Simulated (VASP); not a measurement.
# Te2Mo (P6_3/mmc) in VASP: a series of runs

One crystal, Te2Mo, is run at these levels: PBE+D3(BJ), r2SCAN, TB-mBJ; tasks: band structure.

Program: VASP 6.6.1. These are calculated values, not measurements. Logs are shortened: lines on timing, memory, paths and dates and some standing lists are left out, and cuts for length are marked.

**What was measured.**

“Broadband infrared study of pressure-tunable Fano resonance and metallization transition in 2H-MoTe2”, 2022, pmc:9569381 quotes, for a bulk crystal of Te2Mo at 300 K: band gap 0.88 ± 0.05 eV (indirect).

How close the calculation comes is told below.

### 1 Starting point

The structure is hexagonal, space group P6_3/mmc (No. 194). The conventional cell has a = 3.496 Å, b = 3.496 Å, c = 13.695 Å, α = 90.00°, β = 90.00°, γ = 120.00°. Around Te (site symmetry 3m) lie 3 Mo at 2.72 Å. Mo (site symmetry -6m2) has 6 Te at 2.72 Å as nearest neighbours.

### 2 Band structure, PBE+D3(BJ)

Contents of INCAR:

```
SYSTEM = Te2Mo
ALGO = Normal
EDIFF = 1E-6
ENCUT = 520
GGA = PE
ICORELEVEL = 1
ISIF = 2
ISMEAR = 0
IVDW = 12
KPAR = 2
LASPH = .True.
LCHARG = .False.
LMAXMIX = 4
LREAL = .False.
LWAVE = .False.
NBANDS = 35
NELM = 80
PREC = Accurate
SIGMA = 0.03
```

Contents of KPOINTS:

```
k-points
0
Gamma
  9 9 2
  0 0 0
```

Contents of POSCAR:

```
Te2Mo                                   
1.0
    3.4956861320      0.0000000000      0.0000000000
   -1.7478430660      3.0273529983      0.0000000000
    0.0000000000      0.0000000000     13.6948503991
  Te              Mo            
     4     2
Direct
     0.3333333300000021    0.6666666699999979    0.6172431572878239
     0.6666666699999979    0.3333333300000021    0.1172431572878239
     0.3333333300000021    0.6666666699999979    0.8827568427121761
     0.6666666699999979    0.3333333300000021    0.3827568427121761
     0.3333333300000021    0.6666666699999979    0.2500000000000000
     0.6666666699999979    0.3333333300000021    0.7500000000000000
```

Contents of KPOINTS_OPT:

```
explicit points
141
Reciprocal
 0.0000000000  0.0000000000  0.0000000000 1
 0.0357142857  0.0000000000  0.0000000000 1
 0.0714285714  0.0000000000  0.0000000000 1
 0.1071428571  0.0000000000  0.0000000000 1
 0.1428571429  0.0000000000  0.0000000000 1
 0.1785714286  0.0000000000  0.0000000000 1
[... 133 lines left out ...]
 0.5000000000  0.0000000000  0.5000000000 1
 0.5000000000  0.0000000000  0.0000000000 1
```

Potentials or basis: VASP PAW PBE potentials, release 64 (Te, Mo_sv).

Launch:

```
> cat potpaw_PBE.64/Te/POTCAR potpaw_PBE.64/Mo_sv/POTCAR > POTCAR
> mpirun -np 2 vasp_std > vasp.out
```

OUTCAR:

```text
SYSTEM = Te2Mo
   EDIFF = 1E-6
   ENCUT = 520
   GGA = PE
   ISIF = 2
   ISMEAR = 0
   IVDW = 12
   LASPH = .True.
   LREAL = .False.
   NELM = 80
   PREC = Accurate
 IVDW          = 12

 ion  position               nearest neighbor table
   1  0.333  0.667  0.617-   6 2.72   6 2.72   6 2.72   3 3.64
   2  0.667  0.333  0.117-   5 2.72   5 2.72   5 2.72   4 3.64
   3  0.333  0.667  0.883-   6 2.72   6 2.72   6 2.72   1 3.64
   4  0.667  0.333  0.383-   5 2.72   5 2.72   5 2.72   2 3.64
   5  0.333  0.667  0.250-   2 2.72   4 2.72   2 2.72   4 2.72   2 2.72   4 2.72
   6  0.667  0.333  0.750-   1 2.72   3 2.72   1 2.72   3 2.72   1 2.72   3 2.72

  LATTYP: Found a hexagonal cell.
 ALAT       =     3.4956861320
 C/A-ratio  =     3.9176430269

  Lattice vectors:

 A1 = (   3.4956861320,   0.0000000000,   0.0000000000)
 A2 = (  -1.7478430660,   3.0273529983,   0.0000000000)
 A3 = (   0.0000000000,   0.0000000000,  13.6948503991)

Analysis of symmetry for initial positions (statically):
=====================================================================
 Subroutine PRICEL returns:
 Original cell was already a primitive cell.

 Routine SETGRP: Setting up the symmetry group for a
 hexagonal supercell.

 Subroutine GETGRP returns: Found 24 space group operations
 (whereof 12 operations were pure point group operations)
 out of a pool of 24 trial point group operations.

The static configuration has the point symmetry D_3d.
 The point group associated with its full space group is D_6h.

Analysis of symmetry for dynamics (positions and initial velocities):
=====================================================================
 Subroutine PRICEL returns:
 Original cell was already a primitive cell.

 Routine SETGRP: Setting up the symmetry group for a
 hexagonal supercell.

 Subroutine GETGRP returns: Found 24 space group operations
 (whereof 12 operations were pure point group operations)
 out of a pool of 24 trial point group operations.

The dynamic configuration has the point symmetry D_3d.
 The point group associated with its full space group is D_6h.

 Subroutine INISYM returns: Found 24 space group operations
 (whereof 12 operations are pure point group operations),
 and found     1 'primitive' translations

----------------------------------------------------------------------------------------

                                     Primitive cell

  volume of cell :     144.9282

  direct lattice vectors                    reciprocal lattice vectors
     3.495686132  0.000000000  0.000000000     0.286066873  0.165160786  0.000000000
    -1.747843066  3.027352998  0.000000000     0.000000000  0.330321572  0.000000000
     0.000000000  0.000000000 13.694850399     0.000000000  0.000000000  0.073020148

  length of vectors
     3.495686132  3.495686136 13.694850399     0.330321572  0.330321572  0.073020148

  position of ions in fractional coordinates (direct lattice)
     0.333333330  0.666666670  0.617243157
     0.666666670  0.333333330  0.117243157
     0.333333330  0.666666670  0.882756843
     0.666666670  0.333333330  0.382756843
     0.333333330  0.666666670  0.250000000
     0.666666670  0.333333330  0.750000000

  ion indices of the primitive-cell ions
   primitive index   ion index
                 1           1
                 2           2
                 3           3
                 4           4
                 5           5
                 6           6

----------------------------------------------------------------------------------------

 KPOINTS: k-points

Automatic generation of k-mesh.
 Grid dimensions read from file:
 generate k-points for:    9    9    2

 Generating k-lattice:

  Cartesian coordinates                     Fractional coordinates (reciprocal lattice)
     0.031785208  0.018351198  0.000000000     0.111111111  0.000000000  0.000000000
     0.000000000  0.036702397  0.000000000     0.000000000  0.111111111  0.000000000
     0.000000000  0.000000000  0.036510074     0.000000000  0.000000000  0.500000000

  Length of vectors
[... 52 lines left out ...]
      3     -26.3840      2.00000
      4     -26.3839      2.00000
      5     -26.2619      2.00000
      6     -26.2619      2.00000
[... 27 lines left out ...]
     34      11.9001      0.00000
     35      15.0869      0.00000

 k-point     3 :       0.2222    0.0000    0.0000
  band No.  band energies     occupation
      1     -52.2058      2.00000
      2     -52.2058      2.00000
      3     -26.3749      2.00000
      4     -26.3748      2.00000
      5     -26.3032      2.00000
      6     -26.3032      2.00000
[... 27 lines left out ...]
     34      12.2259      0.00000
     35      14.8906      0.00000

 k-point     4 :       0.3333    0.0000    0.0000
  band No.  band energies     occupation
      1     -52.2022      2.00000
      2     -52.2022      2.00000
      3     -26.3645      2.00000
      4     -26.3645      2.00000
      5     -26.3496      2.00000
      6     -26.3496      2.00000
[... 27 lines left out ...]
     34      12.4328      0.00000
     35      13.5486      0.00000

 k-point     5 :       0.4444    0.0000    0.0000
  band No.  band energies     occupation
      1     -52.1998      2.00000
      2     -52.1998      2.00000
      3     -26.3797      2.00000
      4     -26.3797      2.00000
      5     -26.3577      2.00000
      6     -26.3577      2.00000
[... 27 lines left out ...]
     34      12.5104      0.00000
     35      12.7272      0.00000

 k-point     6 :       0.1111    0.1111    0.0000
  band No.  band energies     occupation
      1     -52.2067      2.00000
      2     -52.2067      2.00000
      3     -26.3776      2.00000
      4     -26.3776      2.00000
      5     -26.2893      2.00000
      6     -26.2893      2.00000
[... 27 lines left out ...]
     34      12.1411      0.00000
     35      15.4235      0.00000

 k-point     7 :       0.2222    0.1111    0.0000
  band No.  band energies     occupation
      1     -52.2034      2.00000
      2     -52.2034      2.00000
      3     -26.3679      2.00000
      4     -26.3679      2.00000
      5     -26.3298      2.00000
      6     -26.3298      2.00000
[... 27 lines left out ...]
     34      12.5609      0.00000
     35      14.5703      0.00000

 k-point     8 :       0.3333    0.1111    0.0000
  band No.  band energies     occupation
      1     -52.2004      2.00000
      2     -52.2004      2.00000
      3     -26.3649      2.00000
      4     -26.3649      2.00000
      5     -26.3593      2.00000
      6     -26.3593      2.00000
      7     -26.2833      2.00000
      8     -26.2833      2.00000
      9      -2.6786      2.00000
     10      -2.3762      2.00000
     11      -2.3437      2.00000

------------------------ aborting loop because EDIFF is reached ----------------------------------------

 Edisp (eV)   -3.32667

 E8    (eV) :    -1.5328

  FORCE on cell =-STRESS in cart. coord.  units (eV):
  Direction    XX          YY          ZZ          XY          YZ          ZX
  --------------------------------------------------------------------------------------
  -------------------------------------------------------------------------------------
  Total      -0.00552    -0.00552     0.01301     0.00000    -0.00000     0.00000
  in kB      -0.06106    -0.06106     0.14380     0.00000    -0.00000     0.00000
  external pressure =        0.01 kB  Pullay stress =        0.00 kB

 VOLUME and BASIS-vectors are now :
 -----------------------------------------------------------------------------
  energy-cutoff  :      520.00
  volume of cell :      144.93
      direct lattice vectors                 reciprocal lattice vectors
     3.495686132  0.000000000  0.000000000     0.286066873  0.165160786  0.000000000
    -1.747843066  3.027352998  0.000000000     0.000000000  0.330321572  0.000000000
     0.000000000  0.000000000 13.694850399     0.000000000  0.000000000  0.073020148

 POSITION                                       TOTAL-FORCE (eV/Angst)
 -----------------------------------------------------------------------------------
     -0.00000      2.01824      8.45305        -0.000000     -0.000000     -0.003988
      1.74784      1.00912      1.60563         0.000000      0.000000     -0.003988
     -0.00000      2.01824     12.08922         0.000000     -0.000000      0.003988
      1.74784      1.00912      5.24180        -0.000000      0.000000      0.003988
     -0.00000      2.01824      3.42371         0.000000     -0.000000      0.000000
      1.74784      1.00912     10.27114         0.000000      0.000000      0.000000
 -----------------------------------------------------------------------------------
    total drift:                               -0.000014      0.000008     -0.000000

  FREE ENERGIE OF THE ION-ELECTRON SYSTEM (eV)
  ---------------------------------------------------
  free  energy   TOTEN  =       -39.2306308591 eV

  energy  without entropy=      -39.2306308591  energy(sigma->0) =      -39.23063086
```

Wall time 2.8 min (2 MPI ranks of Intel Xeon Platinum 8559C (Emerald Rapids), shared host); peak memory 0.38 GiB.

Results:

```
Free energy                : -39.2306 eV
Pressure                   : 0.0 GPa
Largest force              : 0.004 eV/Å
Band gap on the k mesh     : 0.67 eV, indirect (least direct gap 1.03 eV)
Band gap along the path    : 0.59 eV, indirect (least direct gap 1.03 eV)
Dispersion energy per atom : -0.554 eV
```

Forces in eV/Å, atoms in the order of the input:
```
Te   0.000  0.000 -0.004
Te   0.000  0.000 -0.004
Te   0.000  0.000  0.004
Te   0.000  0.000  0.004
Mo   0.000  0.000  0.000
Mo   0.000  0.000  0.000
```

Levels at the corners of the path, in eV from the valence-band top:
```csv
point,band 23,band 24,band 25,band 26,band 27,band 28,band 29,band 30
Γ,-1.01,-1.01,-0.17,0.00,2.87,2.87,3.06,3.06
M,-1.10,-1.04,-0.66,-0.26,1.26,1.34,1.40,1.82
M,-1.10,-1.04,-0.66,-0.26,1.26,1.34,1.40,1.82
K,-1.87,-1.87,-0.39,-0.09,0.95,0.99,0.99,2.14
K,-1.87,-1.87,-0.39,-0.09,0.95,0.99,0.99,2.14
Γ,-1.01,-1.01,-0.17,0.00,2.87,2.87,3.06,3.06
Γ,-1.01,-1.01,-0.17,0.00,2.87,2.87,3.06,3.06
A,-1.04,-1.04,-0.05,-0.05,2.91,2.91,2.91,2.91
A,-1.04,-1.04,-0.05,-0.05,2.91,2.91,2.91,2.91
L,-1.04,-1.04,-0.46,-0.46,1.29,1.29,1.63,1.63
L,-1.04,-1.04,-0.46,-0.46,1.29,1.29,1.63,1.63
H,-2.10,-2.10,-0.28,-0.28,1.00,1.00,1.50,1.50
H,-2.10,-2.10,-0.28,-0.28,1.00,1.00,1.50,1.50
A,-1.04,-1.04,-0.05,-0.05,2.91,2.91,2.91,2.91
L,-1.04,-1.04,-0.46,-0.46,1.29,1.29,1.63,1.63
M,-1.10,-1.04,-0.66,-0.26,1.26,1.34,1.40,1.82
K,-1.87,-1.87,-0.39,-0.09,0.95,0.99,0.99,2.14
H,-2.10,-2.10,-0.28,-0.28,1.00,1.00,1.50,1.50
```

Core levels (eV, on the scale of the bands):
| atom | levels |
| --- | --- |
| 1 Te | 1s -31607.2, 2s -4834.8, 2p -4338.2, 3s -951.0, 3p -789.7, 3d -546.0, 4s -150.6, 4p -100.7, 4d -28.0 |
| 2 Te | 1s -31607.2, 2s -4834.8, 2p -4338.2, 3s -951.0, 3p -789.7, 3d -546.0, 4s -150.6, 4p -100.7, 4d -28.0 |
| 3 Te | 1s -31607.2, 2s -4834.8, 2p -4338.2, 3s -951.0, 3p -789.7, 3d -546.0, 4s -150.6, 4p -100.7, 4d -28.0 |
| 4 Te | 1s -31607.2, 2s -4834.8, 2p -4338.2, 3s -951.0, 3p -789.7, 3d -546.0, 4s -150.6, 4p -100.7, 4d -28.0 |
| 5 Mo | 1s -19807.3, 2s -2787.4, 2p -2490.4, 3s -464.6, 3p -367.3, 3d -209.1 |
| 6 Mo | 1s -19807.3, 2s -2787.4, 2p -2490.4, 3s -464.6, 3p -367.3, 3d -209.1 |

Caveat: spin-orbit coupling is left out, which moves the levels of the heavy elements.

(Continued in part 2 of 2.)
